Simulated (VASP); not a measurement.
Given:

```
GaN
1.0
    0.00000     2.34589     2.34589
    2.34589     0.00000     2.34589
    2.34589     2.34589     0.00000
Ga N
1 1
Cartesian
  0.00000   0.00000   0.00000
  1.17295   1.17295   1.17295
```

These are vdW-DF2, VASP's PBE PAW potentials (set 64) (plane waves; VASP 6.6.1) values and carry that method's errors. Numerical set-up: 520 eV cut-off, 10×10×10 Γ-centred mesh, Gaussian smearing of 0.050 eV, potentials Ga_d N.

Task: Give the stress tensor in GPa (positive for a compressed cell).

Result: 
```
-4.15   0.00   0.00
 0.00  -4.15   0.00
 0.00   0.00  -4.15
```
The pressure is its mean diagonal, -4.15 GPa.

The compound is GaN in the zinc blende structure, a metastable form; wurtzite is the usual one. This cell is one point of a volume scan, at 1.03 of the reference volume.
